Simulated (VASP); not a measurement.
Given:

```yaml
crystal:
  lattice:
    - [1.77892, -3.08118, 0.00000]
    - [1.77892, 3.08118, 0.00000]
    - [0.00000, 0.00000, 5.46871]
  atoms:
    - { symbol: Ho, position: [0.33333, 0.66667, 0.25000] }
    - { symbol: Ho, position: [0.66667, 0.33333, 0.75000] }
```

The numbers are results of AM05 GGA, VASP's PBE PAW potentials (set 64) (plane waves; VASP), not measurements. Settings: 520 eV cut-off, 11×11×6 Γ-centred mesh, first-order Methfessel-Paxton smearing of 0.10 eV, potentials Ho_3.

The 4f electrons are frozen in the core of the lanthanide potential, so 4f levels, which can set the real gap, and their magnetism are missing.

Q: What does the run give for the energy per atom (σ→0), band gap (on the k-mesh) with the smallest direct gap where there is one?

A: 
| Quantity | Result |
|---|---|
| band gap (on the k-mesh) | none (metal, semimetal or under 0.01 eV) |
| energy per atom (σ→0) | -4727 meV/atom |

Only differences to runs with the same potentials and settings are physical.

The compound is Ho in the hcp structure. It was relaxed first. The start is the result of an earlier pass.
